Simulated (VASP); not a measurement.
Level of theory: r2SCAN meta-GGA, VASP's PBE PAW potentials (set 64) (plane waves; VASP 6.6.1).

The input files of a VASP run:

### KPOINTS
```
Automatic mesh
0
Gamma
 7 5 1
```

**INCAR**
```
IDIPOL=3
ALGO=Normal   ! blocked Davidson
SIGMA=0.1   ! width (eV)
LDIPOL=.TRUE.
NELMIN=4
LMIXTAU=.TRUE.
LORBIT=11   ! lm-projected
EDIFF=1E-6   ! SCF stop (eV)
DIPOL=0.5 0.5 0.5
LASPH=.TRUE.
NELM=100
SYSTEM=NiSi2(110) slab
ISMEAR=1   ! Methfessel-Paxton
LMAXMIX=4
ENCUT=400   ! plane-wave cut-off (eV)
LREAL=Auto   ! projection in real space or not
METAGGA=R2SCAN
LVHAR=.TRUE.
LWAVE=.FALSE.
LCHARG=.FALSE.
PREC=Normal
```

File POSCAR:
```
NiSi2(110) slab
1.0
  3.8073433317   0.0000000000   0.0000000000
  0.0000000000   5.3843961347   0.0000000000
  0.0000000000   0.0000000000  26.3510386154
Si Ni
12 6
Direct
  0.5000000000   0.2663650155   0.3192752057
  1.0000000000   0.2486300019   0.3892428040
  0.0000000000   0.7513699981   0.3892428040
  0.5000000000   0.7336349845   0.3192752057
  0.5000000000   0.2488864041   0.4653306644
  0.0000000000   0.2511135959   0.5346693356
  0.0000000000   0.7488864041   0.5346693356
  0.5000000000   0.7511135959   0.4653306644
  0.5000000000   0.2513699981   0.6107571960
  0.0000000000   0.2336349845   0.6807247943
  0.0000000000   0.7663650155   0.6807247943
  0.5000000000   0.7486300019   0.6107571960
  0.0000000000   0.0000000000   0.3202107267
  0.5000000000   0.5000000000   0.3961544414
  0.0000000000   0.0000000000   0.4620044238
  0.5000000000   0.5000000000   0.5379955762
  0.0000000000   0.0000000000   0.6038455586
  0.5000000000   0.5000000000   0.6797892733
```

POTCAR, in this order: Si Ni (PBE.64 set). Program: vasp_std. Read from the step before: WAVECAR.

Output of the run:

File OUTCAR:
```
 ion  position               nearest neighbor table
   1  0.500  0.266  0.319-  13 2.38  13 2.38  14 2.38   4 2.52   2 2.65   2 2.65   4 2.87
   2  0.000  0.249  0.389-  13 2.26  15 2.34  14 2.34  14 2.34   1 2.65   1 2.65   3 2.68   3 2.71
                             5 2.76   5 2.76
   3  0.000  0.751  0.389-  13 2.26  15 2.34  14 2.34  14 2.34   4 2.65   4 2.65   2 2.68   2 2.71
                             8 2.76   8 2.76
   4  0.500  0.734  0.319-  13 2.38  13 2.38  14 2.38   1 2.52   3 2.65   3 2.65   1 2.87
   5  0.500  0.249  0.465-  14 2.27  15 2.33  15 2.33  16 2.34   6 2.64   6 2.64   8 2.68   8 2.70
                             2 2.76   2 2.76
   6  0.000  0.251  0.535-  17 2.27  16 2.33  16 2.33  15 2.34   5 2.64   5 2.64   7 2.68   7 2.70
                             9 2.76   9 2.76
   7  0.000  0.749  0.535-  17 2.27  16 2.33  16 2.33  15 2.34   8 2.64   8 2.64   6 2.68   6 2.70
                            12 2.76  12 2.76
   8  0.500  0.751  0.465-  14 2.27  15 2.33  15 2.33  16 2.34   7 2.64   7 2.64   5 2.68   5 2.70
                             3 2.76   3 2.76
   9  0.500  0.251  0.611-  18 2.26  16 2.34  17 2.34  17 2.34  10 2.65  10 2.65  12 2.68  12 2.71
                             6 2.76   6 2.76
  10  0.000  0.234  0.681-  18 2.38  18 2.38  17 2.38  11 2.52   9 2.65   9 2.65  11 2.87
  11  0.000  0.766  0.681-  18 2.38  18 2.38  17 2.38  10 2.52  12 2.65  12 2.65  10 2.87
  12  0.500  0.749  0.611-  18 2.26  16 2.34  17 2.34  17 2.34  11 2.65  11 2.65   9 2.68   9 2.71
                             7 2.76   7 2.76
  13  0.000  0.000  0.320-   2 2.26   3 2.26   1 2.38   4 2.38   1 2.38   4 2.38
  14  0.500  0.500  0.396-   5 2.27   8 2.27   2 2.34   3 2.34   2 2.34   3 2.34   1 2.38   4 2.38
  LATTYP: Found a simple orthorhombic cell.
 ALAT       =     3.8073433317
 B/A-ratio  =     1.4142134464
 C/A-ratio  =     6.9211091093
 Subroutine PRICEL returns:
 Original cell was already a primitive cell.
 Subroutine GETGRP returns: Found  8 space group operations
The static configuration has the point symmetry C_2v.
 The point group associated with its full space group is D_2h.
The dynamic configuration has the point symmetry C_2v.
 Subroutine INISYM returns: Found  8 space group operations
 Subroutine IBZKPT returns following result:
 Found     12 irreducible k-points:

 Following reciprocal coordinates:
            Coordinates               Weight
  0.000000  0.000000  0.000000      1.000000
...
```

File OSZICAR:
```
       N       E                     dE             d eps       ncg     rms          rms(c)
DAV:   1    -0.180084716048E+03   -0.18008E+03   -0.26640E-04  2184   0.346E-01    0.707E-02
DAV:   2    -0.180085016850E+03   -0.30080E-03   -0.25555E-03  2280   0.107E+00    0.183E-01
DAV:   3    -0.180084647279E+03    0.36957E-03   -0.12256E-03  2344   0.764E-01    0.140E-02
DAV:   4    -0.180084648766E+03   -0.14869E-05   -0.72866E-05  2224   0.634E-02    0.617E-03
DAV:   5    -0.180084646984E+03    0.17820E-05   -0.58704E-06  1480   0.336E-02    0.296E-03
DAV:   6    -0.180084647811E+03   -0.82773E-06   -0.10727E-06   976   0.147E-02
   1 F= -.18008465E+03 E0= -.18008611E+03  d E =0.438444E-02
```

File OUTCAR:
```
------------------------ aborting loop because EDIFF is reached ----------------------------------------
  FORCE on cell =-STRESS in cart. coord.  units (eV):
  Direction    XX          YY          ZZ          XY          YZ          ZX
  --------------------------------------------------------------------------------------
  Total      -11.8039049     -8.8672764     -0.4649083      0.0000000      0.0000000      0.0000000
  in kB      -35.0089835    -26.2992913     -1.3788630      0.0000000      0.0000000      0.0000000
  external PRESSURE =     -20.8957126 kB  Pullay stress =       0.0000000 kB
  volume of cell :      540.20
      direct lattice vectors                 reciprocal lattice vectors
     3.807343332  0.000000000  0.000000000     0.262650335  0.000000000  0.000000000
     0.000000000  5.384396135  0.000000000     0.000000000  0.185721848  0.000000000
     0.000000000  0.000000000 26.351038615     0.000000000  0.000000000  0.037949168
 POSITION                                       TOTAL-FORCE (eV/Angst)
 -----------------------------------------------------------------------------------
      1.90367      1.43421      8.41323        -0.000000      0.000417      0.008863
      0.00000      1.33872     10.25695         0.000000      0.013224     -0.008787
      0.00000      4.04567     10.25695        -0.000000     -0.013224     -0.008787
      1.90367      3.95018      8.41323        -0.000000     -0.000417      0.008863
      1.90367      1.34010     12.26195        -0.000000      0.010763      0.004605
      0.00000      1.35210     14.08909        -0.000000     -0.010763     -0.004605
      0.00000      4.03230     14.08909        -0.000000      0.010763     -0.004605
      1.90367      4.04429     12.26195         0.000000     -0.010763      0.004605
      1.90367      1.35348     16.09409        -0.000000     -0.013224      0.008787
      0.00000      1.25798     17.93781        -0.000000     -0.000417     -0.008863
      0.00000      4.12641     17.93781        -0.000000      0.000417     -0.008863
      1.90367      4.03092     16.09409        -0.000000      0.013224      0.008787
      0.00000      0.00000      8.43789        -0.000000      0.000000     -0.003901
      1.90367      2.69220     10.43908        -0.000000      0.000000      0.009004
      0.00000      0.00000     12.17430        -0.000000      0.000000      0.005094
      1.90367      2.69220     14.17674        -0.000000      0.000000     -0.005094
      0.00000      0.00000     15.91196        -0.000000      0.000000     -0.009004
      1.90367      2.69220     17.91315        -0.000000      0.000000      0.003901
 -----------------------------------------------------------------------------------
    total drift:                               -0.000000      0.000000      0.000000
  FREE ENERGIE OF THE ION-ELECTRON SYSTEM (eV)
  ---------------------------------------------------
  free  energy   TOTEN  =      -180.0846478115 eV

  energy  without entropy=     -180.0890322544  energy(sigma->0) =     -180.08610929

 total charge

# of ion       s       p       d       tot
------------------------------------------
    1        0.775   0.814   0.000   1.589
    2        0.721   0.860   0.000   1.581
    3        0.721   0.860   0.000   1.581
    4        0.775   0.814   0.000   1.589
    5        0.713   0.881   0.000   1.594
    6        0.713   0.881   0.000   1.594
    7        0.713   0.881   0.000   1.594
    8        0.713   0.881   0.000   1.594
    9        0.721   0.860   0.000   1.581
   10        0.775   0.814   0.000   1.589
   11        0.775   0.814   0.000   1.589
   12        0.721   0.860   0.000   1.581
   13        0.529   0.610   8.449   9.587
   14        0.589   0.848   8.459   9.895
   15        0.584   0.860   8.446   9.890
   16        0.584   0.860   8.446   9.890
   17        0.589   0.848   8.459   9.895
   18        0.529   0.610   8.449   9.587
--------------------------------------------------
tot         12.242  14.853  50.707  77.802
```
(Selected blocks of OUTCAR.)

The cell is a thin slab with vacuum, built from NiSi2 (fluorite): (110) face. The run is not spin-polarised, so no magnetic state was tried.
